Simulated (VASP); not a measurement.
Energy against volume of CaO (rock salt). Calculation: PBE GGA with D4 dispersion, VASP's PBE PAW potentials (set 64) (plane waves; VASP). Settings: 520 eV cut-off, 9×9×9 Γ-centred mesh, Gaussian smearing of 0.050 eV, potentials Ca_sv O.

```tsv
V (Å³/atom)	E (eV/atom)
13.493	-6.55926
13.911	-6.56398
14.328	-6.56012
14.745	-6.54897
```

Q: Fit these four points and predict the energy of the run at 13.076 Å³/atom.

A: A cubic in V^(−2/3), the third-order Birch-Murnaghan form, passes through the four points with V0 = 13.92 Å³/atom and B0 = 109 GPa, and gives -6.5445 eV/atom there. The run gave -6.5445 eV/atom, +0.0 meV/atom from the fit; all five points give B0 = 109 GPa.

The compound is CaO in the rock salt structure. It was relaxed first.
